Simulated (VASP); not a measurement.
Input:

```
CELL_PARAMETERS angstrom
      0.00000     2.71981     2.71981
      2.71981     0.00000     2.71981
      2.71981     2.71981     0.00000
ATOMIC_POSITIONS crystal
  Si 0.00000 0.00000 0.00000
  Si 0.25000 0.25000 0.25000
```

Calculation: r2SCAN meta-GGA, VASP's PBE PAW potentials (set 64) (plane waves; VASP 6.6.1). Run with 480 eV cut-off, 8×8×8 Γ-centred mesh, Gaussian smearing of 0.050 eV, potentials Si.

Task: Predict the energy per atom (σ→0).

Result: 
```yaml
energy per atom (σ→0): -8.774 eV/atom
```

Total energies compare only between runs with the same potentials, cut-off and functional.

The compound is Si in the diamond structure. It was relaxed first.
